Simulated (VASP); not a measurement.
Calculation: rev-vdW-DF2, VASP's PBE PAW potentials (set 64) (plane waves; VASP 6.6.1).

Input for VASP

**POSCAR**
```
PbF2
1
    0.0000000000     2.9420447209     2.9420447209
    2.9420447209     0.0000000000     2.9420447209
    2.9420447209     2.9420447209     0.0000000000
Pb F
1 2
Direct
  0.0000000000   1.0000000000   1.0000000000
  0.2500000000   0.2500000000   0.2500000000
  0.7500000000   0.7500000000   0.7500000000
```

KPOINTS:
```
Automatic mesh
0
Gamma
6 6 6
0 0 0
```

INCAR:
```
# general
SYSTEM   = PbF2
PREC     = Accurate
ENCUT    = 520
LREAL    = .False.
LASPH    = .True.

# electronic loop
EDIFF    = 1E-6
NELM     = 100
ALGO     = Normal
LMAXMIX  = 4

# smearing
ISMEAR   = 0
SIGMA    = 0.05

# functional
GGA      = MK
LUSE_VDW = .True.
AGGAC    = 0.0
PARAM1   = 0.1234568
PARAM2   = 0.7114
ZAB_VDW  = -1.8867

# ions
IBRION   = 2
NSW      = 60
ISIF     = 3
EDIFFG   = -0.02

# output
LWAVE    = .False.
LCHARG   = .False.
```

POTCAR, in this order: Pb_d F (PBE.64 set). Program: vasp_std.

Output

File OUTCAR:
```
 ion  position               nearest neighbor table
   1  0.000  0.000  0.000-   3 2.55   3 2.55   3 2.55   2 2.55   3 2.55   2 2.55   2 2.55   2 2.55
  LATTYP: Found a face centered cubic cell.
 ALAT       =     5.8840894418
 Subroutine PRICEL returns:
 Original cell was already a primitive cell.
 Subroutine GETGRP returns: Found 48 space group operations
The static configuration has the point symmetry O_h .
The dynamic configuration has the point symmetry O_h .
 Subroutine INISYM returns: Found 48 space group operations
 Subroutine IBZKPT returns following result:
 Found     16 irreducible k-points:

 Following reciprocal coordinates:
            Coordinates               Weight
  0.000000  0.000000  0.000000      1.000000
  0.166667  0.000000  0.000000      8.000000
  0.333333  0.000000  0.000000      8.000000
  0.500000  0.000000  0.000000      4.000000
  0.166667  0.166667  0.000000      6.000000
  0.333333  0.166667  0.000000     24.000000
  0.500000  0.166667  0.000000     24.000000
 -0.333333  0.166667  0.000000     24.000000
 -0.166667  0.166667  0.000000     12.000000
  0.333333  0.333333  0.000000      6.000000
...
```

### OSZICAR
```
       N       E                     dE             d eps       ncg     rms          rms(c)
DAV:   1     0.319402302205E+03    0.31940E+03   -0.14941E+04   576   0.175E+03
DAV:   2     0.157073218715E+02   -0.30369E+03   -0.29274E+03   678   0.456E+02
DAV:   3    -0.941791492384E+01   -0.25125E+02   -0.24879E+02   654   0.151E+02
DAV:   4    -0.101411286230E+02   -0.72321E+00   -0.72273E+00   630   0.265E+01
DAV:   5    -0.101673192837E+02   -0.26191E-01   -0.26190E-01   650   0.517E+00    0.787E+00
DAV:   6    -0.830083198130E+01    0.18665E+01   -0.99542E+00   746   0.270E+01    0.262E+00
DAV:   7    -0.828686666071E+01    0.13965E-01   -0.42738E-01   586   0.460E+00    0.150E+00
DAV:   8    -0.827160142315E+01    0.15265E-01   -0.98263E-02   586   0.398E+00    0.479E-01
DAV:   9    -0.826870835029E+01    0.28931E-02   -0.16690E-02   682   0.109E+00    0.937E-02
DAV:  10    -0.826895949723E+01   -0.25115E-03   -0.62371E-04   578   0.231E-01    0.208E-02
DAV:  11    -0.826895333691E+01    0.61603E-05   -0.34123E-05   652   0.536E-02    0.678E-03
DAV:  12    -0.826895248709E+01    0.84981E-06   -0.44286E-06   488   0.227E-02
   1 F= -.82689525E+01 E0= -.82689525E+01  d E =-.826895E+01
       N       E                     dE             d eps       ncg     rms          rms(c)
DAV:   1    -0.868996733281E+01   -0.42101E+00   -0.10982E+01   724   0.501E+01    0.458E+00
DAV:   2    -0.831592822072E+01    0.37404E+00   -0.17490E+00   608   0.138E+01    0.950E-01
DAV:   3    -0.828363450489E+01    0.32294E-01   -0.92677E-02   732   0.500E+00    0.418E-01
DAV:   4    -0.827867547361E+01    0.49590E-02   -0.28847E-02   668   0.259E+00    0.137E-01
DAV:   5    -0.827876025157E+01   -0.84778E-04   -0.31712E-03   608   0.758E-01    0.693E-02
DAV:   6    -0.827858239075E+01    0.17786E-03   -0.76097E-04   740   0.405E-01    0.157E-02
DAV:   7    -0.827858066421E+01    0.17265E-05   -0.52041E-05   616   0.637E-02    0.313E-03
DAV:   8    -0.827858070224E+01   -0.38033E-07   -0.25911E-06   608   0.179E-02
   2 F= -.82785807E+01 E0= -.82785807E+01  d E =-.962822E-02
       N       E                     dE             d eps       ncg     rms          rms(c)
DAV:   1    -0.829575188663E+01   -0.17171E-01   -0.42906E-01   726   0.954E+00    0.926E-01
DAV:   2    -0.828066828379E+01    0.15084E-01   -0.73360E-02   604   0.278E+00    0.193E-01
DAV:   3    -0.827935720892E+01    0.13111E-02   -0.40042E-03   732   0.102E+00    0.850E-02
DAV:   4    -0.827916929427E+01    0.18791E-03   -0.11555E-03   666   0.518E-01    0.293E-02
DAV:   5    -0.827918104908E+01   -0.11755E-04   -0.16666E-04   626   0.165E-01    0.189E-02
DAV:   6    -0.827917109815E+01    0.99509E-05   -0.46245E-05   730   0.912E-02    0.321E-03
DAV:   7    -0.827917107153E+01    0.26626E-07   -0.29366E-06   554   0.156E-02
   3 F= -.82791711E+01 E0= -.82791711E+01  d E =-.102186E-01
```

**OUTCAR**
```
------------------------ aborting loop because EDIFF is reached ----------------------------------------
  FORCE on cell =-STRESS in cart. coord.  units (eV):
  Direction    XX          YY          ZZ          XY          YZ          ZX
  --------------------------------------------------------------------------------------
  Total        0.0041845      0.0041845      0.0041845     -0.0000000      0.0000000      0.0000000
  in kB        0.1279717      0.1279717      0.1279717     -0.0000000      0.0000000      0.0000000
  external PRESSURE =       0.1279717 kB  Pullay stress =       0.0000000 kB
  volume of cell :       52.39
      direct lattice vectors                 reciprocal lattice vectors
     0.000000000  2.969874091  2.969874091    -0.168357306  0.168357306  0.168357306
     2.969874091  0.000000000  2.969874091     0.168357306 -0.168357306  0.168357306
     2.969874091  2.969874091  0.000000000     0.168357306  0.168357306 -0.168357306
 POSITION                                       TOTAL-FORCE (eV/Angst)
 -----------------------------------------------------------------------------------
      0.00000      0.00000      0.00000        -0.000000     -0.000000     -0.000000
      1.48494      1.48494      1.48494        -0.000000     -0.000000      0.000000
      4.45481      4.45481      4.45481         0.000000      0.000000      0.000000
 -----------------------------------------------------------------------------------
    total drift:                                0.000000     -0.000000      0.000000
  FREE ENERGIE OF THE ION-ELECTRON SYSTEM (eV)
  ---------------------------------------------------
  free  energy   TOTEN  =        -8.2791710715 eV

  energy  without entropy=       -8.2791710715  energy(sigma->0) =       -8.27917107

 reached required accuracy - stopping structural energy minimisation
```
(Selected blocks of OUTCAR.)

CONTCAR:
```
PbF2
   1.00000000000000
     0.0000000000000000    2.9698740911681023    2.9698740911681023
     2.9698740911681023    0.0000000000000000    2.9698740911681023
     2.9698740911681023    2.9698740911681023    0.0000000000000000
  Pb              F
     1     2
Direct
     0.0000000000000000    0.0000000000000000    0.0000000000000000
     0.2500000000000000    0.2500000000000000    0.2500000000000000
     0.7500000000000000    0.7500000000000000    0.7500000000000000
```

Energy and stress use the plane-wave basis of the starting cell.

The compound is PbF2 in the fluorite structure, the β form. This run relaxes it. Symmetry was kept, so distortions that lower it aren't found. The start is the result of an earlier pass.
